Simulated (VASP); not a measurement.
An input for Ansatz (written as the equivalent of a VASP run, and not itself run):

Ansatz 0.2 input:
```yaml
crystal:
  lattice:
    - [0.0000000, 2.4050000, 2.4050000]
    - [2.4050000, 0.0000000, 2.4050000]
    - [2.4050000, 2.4050000, 0.0000000]
  atoms:
    - { symbol: Ca, position: [0.0000000, 0.0000000, 0.0000000] }
    - { symbol: O, position: [0.5000000, 0.5000000, 0.5000000] }
kpoints:
  mp_grid: { grid: [9, 9, 9] }
hamiltonian:
  xc: pbesol
  pseudopotentials: { kind: paw }
scf:
  occupations: { method: gaussian, width: 0.05 }
  max_iter: 100
relax:
  max_steps: 60
  f_tol: 0.01
  cell: {}
output: { forces: true, stress: true, eigenvalues: true }
```

**Question.** Translate this input to VASP (INCAR, KPOINTS, POSCAR, choice of POTCAR).

**Answer.** This is not unique; one that fits is 
INCAR:
```
ISIF = 3   ! ions, shape and volume
LWAVE = .False.
NELM = 100   ! most electronic steps
ISMEAR = 0   ! Gaussian
PREC = Accurate
EDIFFG = -0.01   ! ionic stop
LREAL = .False.
ALGO = Normal   ! blocked Davidson
IBRION = 2
SYSTEM = CaO
LCHARG = .False.
LASPH = .True.   ! aspherical one-centre terms
NSW = 60   ! most ionic steps
SIGMA = 0.05
ENCUT = 530
GGA = PS
EDIFF = 1E-6
```

**KPOINTS**
```
Automatic mesh
0
Gamma
9 9 9
0 0 0
```

POSCAR:
```
CaO
1
    0.0000000000     2.4050000000     2.4050000000
    2.4050000000     0.0000000000     2.4050000000
    2.4050000000     2.4050000000     0.0000000000
Ca O
1 1
Direct
  0.0000000000   0.0000000000   0.0000000000
  0.5000000000   0.5000000000   0.5000000000
```

POTCAR, in this order: Ca_sv O (PBE.64 set). Program: vasp_std.

Limits of the translation: each code has its own PAW files, so the cut-off isn't converted (ENCUT is set for VASP's; basis.ecutwfc is left out, and Ansatz then takes the one that its files recommend); Ansatz stops its SCF on the density residual and VASP on the energy change (EDIFF).

The compound is CaO in the rock salt structure. This run relaxes it. Symmetry was kept, so distortions that lower it aren't found.
